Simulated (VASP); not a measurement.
**Nb$_{3}$ZrN$_{4}$ (ordered alloy cell): computed properties**

All values below come from PBEsol GGA, VASP's PBE PAW potentials (set 64) (plane waves; VASP).

```json
{
 "space_group": "Pm-3m (221)",
 "cell": "a = b = c = 4.4204 Å, α = β = γ = 90.00°",
 "volume_per_atom": "10.80 Å³/atom",
 "band gap (over mesh and band path)": "none (metal, semimetal or under 0.01 eV)",
 "density": "8.19 g/cm³"
}
```

```
CELL_PARAMETERS angstrom
      4.42043     0.00000     0.00000
      0.00000     4.42043     0.00000
      0.00000     0.00000     4.42043
ATOMIC_POSITIONS crystal
  Zr 0.00000 0.00000 0.00000
  N  0.50000 0.50000 0.50000
  N  0.00000 0.00000 0.50000
  N  0.00000 0.50000 0.00000
  N  0.50000 0.00000 0.00000
  Nb 0.50000 0.50000 0.00000
  Nb 0.50000 0.00000 0.50000
  Nb 0.00000 0.50000 0.50000
```

The structure was generated: Nb3ZrN4 was put into an ordered model structure (Pm-3m), which need not be its known phase. It was relaxed first. Symmetry was kept, so distortions that lower it aren't found. The electron count is odd and the run is not spin-polarised, which forces a metal.
